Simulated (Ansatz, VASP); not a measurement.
NaCaF3: VASP beside Ansatz

File INCAR:

```
SYSTEM = NaCaF3
PREC     = Accurate       ! precision mode
ENCUT    = 520            ! plane-wave cutoff, eV
EDIFF    = 1E-6           ! SCF threshold, eV
ISMEAR   = 0              ! smearing method
SIGMA    = 0.01           ! smearing width, eV
LREAL    = .False.        ! projectors in reciprocal space
LASPH    = .True.         ! aspherical terms in the spheres
NELM     = 80             ! most SCF steps
ALGO     = Normal         ! electronic algorithm
ISIF     = 2              ! what is computed and relaxed
LWAVE    = .False.        ! write WAVECAR
LCHARG   = .True.         ! write CHGCAR
GGA      = PE             ! functional
LELF     = .True.         ! ELF
LVHAR    = .True.       
NBANDS   = 27             ! bands
```

The input KPOINTS:

```
regular mesh
0
Gamma
  6 6 6
  0 0 0
```

Contents of POSCAR:

```
NaCaF3
1.0
    4.5170609609      0.0000000000      0.0000000000
    0.0000000000      4.5170609609      0.0000000000
    0.0000000000      0.0000000000      4.5170609609
Na Ca F
1 1 3
Direct
    0.0000000000      0.0000000000      0.0000000000
    0.5000000000      0.5000000000      0.5000000000
    0.5000000000      0.5000000000      0.0000000000
    0.5000000000      0.0000000000      0.5000000000
    0.0000000000      0.5000000000      0.5000000000
```

Input for Ansatz:

```yaml
crystal:
  lattice:
    - [4.5170609609, 0.0, 0.0]
    - [0.0, 4.5170609609, 0.0]
    - [0.0, 0.0, 4.5170609609]
  atoms:
    - { symbol: Na, position: [0.0, 0.0, 0.0] }
    - { symbol: Ca, position: [0.5, 0.5, 0.5] }
    - { symbol: F, position: [0.5, 0.5, 0.0] }
    - { symbol: F, position: [0.5, 0.0, 0.5] }
    - { symbol: F, position: [0.0, 0.5, 0.5] }
kpoints:
  mp_grid: { grid: [6, 6, 6] }
hamiltonian:
  xc: pbe
scf:
  occupations: { method: fixed }
  n_extra_bands: 5
output:
  forces: true
  stress: true
  eigenvalues: true
```

Alike in both runs: task single point; functional PBE; k mesh 6 × 6 × 6; no spin polarisation.

```csv
,VASP,Ansatz
version,VASP 6.6.1,Ansatz 0.2.0
potentials or method,"VASP PAW PBE potentials, release 64 (Na_pv, Ca_sv, F)","plane waves, PAW"
plane-wave cutoff (eV),520,420
occupations,"gaussian, width 0.01 eV",fixed
valence electrons in the cell,38,40
```

Ansatz gave:

- gap on the k mesh at the Fermi level (eV): 4.84
- pressure (GPa): -2.5

Task: What did VASP give for the same quantities?

Result: gap on the k mesh at the Fermi level (eV): 4.83; pressure (GPa): -2.3.

The two sets of potentials don't hold the same shells in valence.

A k mesh can miss the band edges. As with any semilocal functional, this PBE gap is likely too small.
